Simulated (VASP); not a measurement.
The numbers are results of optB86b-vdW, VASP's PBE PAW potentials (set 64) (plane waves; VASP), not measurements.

A VASP calculation is set up with these files.

### INCAR
```
# general
SYSTEM  =CdS
PREC    =Accurate
ENCUT   =520
LREAL   =.False.
LASPH   =.True.

# electronic loop
EDIFF   =1E-7
NELM    =100
ALGO    =Normal
LMAXMIX =4

# smearing
ISMEAR  =0
SIGMA   =0.05

# functional
GGA     =MK
LUSE_VDW=.True.
AGGAC   =0.0
PARAM1  =0.1234
PARAM2  =1.0

# ions
ISIF    =2

# output
LWAVE   =.False.
LCHARG  =.False.
```

### KPOINTS
```
kpoints
0
Gamma
 8 8 8
```

**POSCAR**
```
CdS
3.0003180
  0.0000000000   1.0000000184   1.0000000184
  1.0000000184   0.0000000000   1.0000000184
  1.0000000184   1.0000000184   0.0000000000
Cd S
1 1
Cartesian
  0.0000000000   0.0000000000   0.0000000000
  0.5000000092   0.5000000092   0.5000000092
```

POTCAR, in this order: Cd S (PBE.64 set). Program: vasp_std.

Predict the energy per atom (σ→0), pressure, band gap (on the k-mesh).

energy per atom (σ→0): -0.730 eV/atom
band gap (on the k-mesh): 0.85 eV
pressure: -2.94 GPa

OSZICAR:
```
...
DAV:   8    -0.146039479181E+01    0.42773E-03   -0.15961E-02   789   0.186E+00    0.223E-01
DAV:   9    -0.146020175220E+01    0.19304E-03   -0.19387E-03   874   0.683E-01    0.655E-02
DAV:  10    -0.146033869003E+01   -0.13694E-03   -0.24617E-04   779   0.152E-01    0.787E-02
DAV:  11    -0.146039355371E+01   -0.54864E-04   -0.83705E-05   784   0.102E-01    0.136E-02
DAV:  12    -0.146038608189E+01    0.74718E-05   -0.24768E-05   963   0.701E-02    0.671E-03
DAV:  13    -0.146038657075E+01   -0.48885E-06   -0.19387E-06   784   0.108E-02    0.287E-03
DAV:  14    -0.146038654592E+01    0.24829E-07   -0.89202E-08   691   0.263E-03
   1 F= -.14603865E+01 E0= -.14603865E+01  d E =-.556601E-11
```

The compound is CdS in the zinc blende structure, a metastable form; wurtzite is the usual one. This cell is one point of a volume scan, at 1.06 of the reference volume.
